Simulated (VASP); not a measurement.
Energy against volume of SnTe (rock salt). Method: PBE GGA, VASP's PBE PAW potentials (set 64) (plane waves; VASP). Numerical set-up: 520 eV cut-off, 7×7×7 Γ-centred mesh, Gaussian smearing of 0.050 eV, potentials Sn_d Te.

```csv
V (Å³/atom),E (eV/atom)
30.896,-3.76751
31.882,-3.78029
32.868,-3.78429
33.854,-3.78084
```

Q: Fit these four points and predict the energy of the run at 34.840 Å³/atom.

A: A cubic in V^(−2/3), the third-order Birch-Murnaghan form, passes through the four points with V0 = 32.88 Å³/atom and B0 = 40 GPa, and gives -3.7711 eV/atom there. The run gave -3.7710 eV/atom, +0.0 meV/atom from the fit; all five points give B0 = 40 GPa.

The compound is SnTe in the rock salt structure, which distorts at low temperature. It was relaxed first.
